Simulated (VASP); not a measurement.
Level of theory: PBE GGA, VASP's PBE PAW potentials (set 64) (plane waves; VASP).

A VASP calculation is set up with these files.

**INCAR**
```
# general
SYSTEM   =  IrS
PREC     =  Accurate
ENCUT    =  400
LREAL    =  F
LASPH    =  T

# electronic loop
EDIFF    =  1E-6
NELM     =  100
ALGO     =  Normal
LMAXMIX  =  6

# smearing
ISMEAR   =  0
SIGMA    =  0.05

# functional
GGA      =  PE

# ions
ISIF     =  2

# output
LWAVE    =  F
LCHARG   =  F
```

File POSCAR:
```
IrS
10.5499880
  0.3587430621   0.0000000000   0.0000000000
 -0.1793714836   0.3106805430   0.0000000000
  0.0000000000   0.0000000000   0.5000000000
Ir S
2 2
Cartesian
  0.0000000000   0.0000000000   0.0000000000
  0.0000000000   0.0000000000   0.2500000000
 -0.0000001478   0.2071204655   0.1250000000
  0.1793717262   0.1035600774   0.3750000000
```

KPOINTS:
```
Regular mesh
0
Gamma
  5 5 3
0 0 0
```

POTCAR, in this order: Ir S (PBE.64 set). Program: vasp_std.

Output of the run:

File OSZICAR:
```
       N       E                     dE             d eps       ncg     rms          rms(c)
DAV:   1     0.231952534579E+03    0.23195E+03   -0.11581E+04   380   0.120E+03
DAV:   2    -0.474751854918E+01   -0.23670E+03   -0.22654E+03   380   0.369E+02
DAV:   3    -0.245198036016E+02   -0.19772E+02   -0.18884E+02   552   0.982E+01
DAV:   4    -0.251546562727E+02   -0.63485E+00   -0.62667E+00   461   0.187E+01
DAV:   5    -0.251837595357E+02   -0.29103E-01   -0.29071E-01   507   0.366E+00    0.238E+01
DAV:   6    -0.247545166414E+02    0.42924E+00   -0.24268E+00   572   0.160E+01    0.130E+01
DAV:   7    -0.246998777949E+02    0.54639E-01   -0.51520E-01   553   0.711E+00    0.455E+00
DAV:   8    -0.246624499983E+02    0.37428E-01   -0.13996E-01   538   0.419E+00    0.527E-01
DAV:   9    -0.246624765509E+02   -0.26553E-04   -0.11224E-02   484   0.660E-01    0.336E-01
DAV:  10    -0.246624993187E+02   -0.22768E-04   -0.16407E-03   455   0.381E-01    0.142E-01
DAV:  11    -0.246624379936E+02    0.61325E-04   -0.12773E-04   479   0.768E-02    0.117E-01
DAV:  12    -0.246624430585E+02   -0.50649E-05   -0.45776E-05   441   0.438E-02    0.319E-02
DAV:  13    -0.246624420613E+02    0.99724E-06   -0.48799E-06   464   0.180E-02
   1 F= -.24662442E+02 E0= -.24659965E+02  d E =-.495442E-02
```

**OUTCAR**
```
------------------------ aborting loop because EDIFF is reached ----------------------------------------
  FORCE on cell =-STRESS in cart. coord.  units (eV):
  Direction    XX          YY          ZZ          XY          YZ          ZX
  --------------------------------------------------------------------------------------
  Total       -4.7235707     -4.7235688      3.4132790     -0.0000007      0.0000000      0.0000000
  in kB     -115.6531678   -115.6531215     83.5716365     -0.0000176      0.0000000      0.0000000
  external PRESSURE =     -49.2448843 kB  Pullay stress =       0.0000000 kB
  volume of cell :       65.44
      direct lattice vectors                 reciprocal lattice vectors
     3.784735000  0.000000000  0.000000000     0.264219291  0.152547069  0.000000000
    -1.892367000  3.277676000  0.000000000     0.000000000  0.305094219  0.000000000
     0.000000000  0.000000000  5.274994000     0.000000000  0.000000000  0.189573675
 POSITION                                       TOTAL-FORCE (eV/Angst)
 -----------------------------------------------------------------------------------
      0.00000      0.00000      0.00000        -0.000000     -0.000000      0.000000
      0.00000      0.00000      2.63750        -0.000000     -0.000000      0.000000
     -0.00000      2.18512      1.31875        -0.000000      0.000000      0.000000
      1.89237      1.09256      3.95625         0.000000     -0.000000      0.000000
 -----------------------------------------------------------------------------------
    total drift:                               -0.000000      0.000000      0.000000
  FREE ENERGIE OF THE ION-ELECTRON SYSTEM (eV)
  ---------------------------------------------------
  free  energy   TOTEN  =       -24.6624420613 eV

  energy  without entropy=      -24.6574876381  energy(sigma->0) =      -24.65996485
```
(Selected blocks of OUTCAR.)

The structure was generated: IrS was put into the NiAs type (P6_3/mmc), which need not be its known phase. The cell was not relaxed at this level. The k-mesh is coarse (spacing up to 0.40 per Å, 2π included), so the numbers may not be converged in it.
